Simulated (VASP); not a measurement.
Method: PBE GGA, VASP's PBE PAW potentials (set 64) (plane waves; VASP 6.6.1).

A VASP calculation is set up with these files.

**INCAR**
```
ALGO = Normal
EDIFF = 1E-5
ENCUT = 400
GGA = PE
ISIF = 2
ISMEAR = 1
LASPH = .True.
LCHARG = .False.
LMAXMIX = 6
LREAL = .False.
LWAVE = .False.
NELM = 100
PREC = Accurate
SIGMA = 0.1
SYSTEM = Tb
```

**POSCAR**
```
Tb
3.5615260
  0.4928488519  -0.8701149451   0.0000000000
  0.4928488519   0.8701149451   0.0000000000
  0.0000000000   0.0000000000   1.5941307181
Tb
2
direct
  0.3333330000   0.6666670000   0.2500000000
  0.6843350000   0.3510010000   0.7500000000
```

### KPOINTS
```
kpoints
0
Gamma
  11 11 6
```

POTCAR, in this order: Tb_3 (PBE.64 set). Program: vasp_std.

The 4f electrons are frozen in the core of the lanthanide potential, so 4f levels, which can set the real gap, and their magnetism are missing.

**Question.** Predict the energy per atom (σ→0), pressure, largest force, band gap (on the k-mesh).

**Answer.** 
```
Property                                                    Result
------------------------  ----------------------------------------
energy per atom (σ→0)                               -4.546 eV/atom
band gap (on the k-mesh)  none (metal, semimetal or under 0.01 eV)
pressure                                                  2.03 GPa
largest force                                           0.056 eV/Å
```

### OSZICAR
```
...
DAV:   4    -0.907793458667E+01   -0.39108E-01   -0.38308E-01  7210   0.417E+00
DAV:   5    -0.907896049980E+01   -0.10259E-02   -0.10251E-02  8925   0.536E-01    0.240E+01
DAV:   6    -0.908254263743E+01   -0.35821E-02   -0.20615E-02  7438   0.122E+00    0.144E+01
DAV:   7    -0.909221219049E+01   -0.96696E-02   -0.37775E-02  7339   0.166E+00    0.220E-01
DAV:   8    -0.909189920641E+01    0.31298E-03   -0.21017E-03  7224   0.374E-01    0.617E-02
DAV:   9    -0.909190346097E+01   -0.42546E-05   -0.21200E-04  7804   0.115E-01    0.307E-02
DAV:  10    -0.909189699005E+01    0.64709E-05   -0.27602E-05  5447   0.405E-02
   1 F= -.90918970E+01 E0= -.90920747E+01  d E =0.533220E-03
```

The compound is Tb in the hcp structure. The cell was not relaxed at this level, atoms are displaced from their ideal sites. The run is one of a series of settings (EDIFF = 1E-5 against the base run), some of them coarse on purpose.
